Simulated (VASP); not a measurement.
Write the native input for VASP 6.6.1 that does the following.

```yaml
Task: single point
Functional: LDA
Potentials_or_basis: VASP PAW LDA potentials, release 64 (Al, Ga_d, N)
Cutoff: 520 eV
k_mesh: 8 × 8 × 6
Occupations: gaussian, width 0.05 eV
Spin: no spin polarisation
Dipole_correction: no
Further_INCAR_settings: ALGO = Normal; EDIFF = 1e-07; NBANDS = 21
```

The structure of AlGaN2 lies in POSCAR:

```
AlGaN2
1.0
    3.2036945897      0.0000000000      0.0000000000
    0.0000000000      3.2036945897      0.0000000000
    0.0000000000      0.0000000000      4.4238379400
Al Ga N
1 1 2
Direct
    0.5000000000      0.5000000000      0.5000000000
    0.0000000000      0.0000000000      0.0000000000
    0.5000000000      0.0000000000      0.7382648100
    0.0000000000      0.5000000000      0.2617351900
```

The cell comes from a database or a generator and needn't be the stable form of this composition.

The cell isn't the ideal one: strain +0.0200 x Voigt [1, 1, 0, 0, 0, 0], atoms carried along.

The input as run:

INCAR

```
ALGO     = Normal         # electronic algorithm
EDIFF    = 1E-7           # SCF threshold, eV
ENCUT    = 520            # plane-wave cutoff, eV
ISIF     = 2              # what is computed and relaxed
ISMEAR   = 0              # smearing method
LASPH    = True           # aspherical terms in the spheres
LCHARG   = True           # write CHGCAR
LELF     = True           # ELF
LREAL    = False          # projectors in reciprocal space
LVHAR    = True         
LWAVE    = False          # write WAVECAR
NBANDS   = 21             # bands
NELM     = 100            # most SCF steps
PREC     = Accurate       # precision mode
SIGMA    = 0.05           # smearing width, eV
```

KPOINTS

```
k-points
0
Gamma
  8 8 6
```

Potentials or basis: VASP PAW LDA potentials, release 64 (Al, Ga_d, N).

Run with:

```sh
$ cat potpaw_LDA.64/Al/POTCAR potpaw_LDA.64/Ga_d/POTCAR potpaw_LDA.64/N/POTCAR > POTCAR
$ mpirun -np 1 vasp_std > vasp.out
```

Results of the run:

The pressure is -11.1 GPa. The largest force is 0.124 eV/Å and the band gap on the k mesh is 2.60 eV, direct.

Run time: 21 s on 1 thread of Intel(R) Xeon(R) Platinum 8559C (Emerald Rapids) (shared host), peak memory 0.17 GiB.
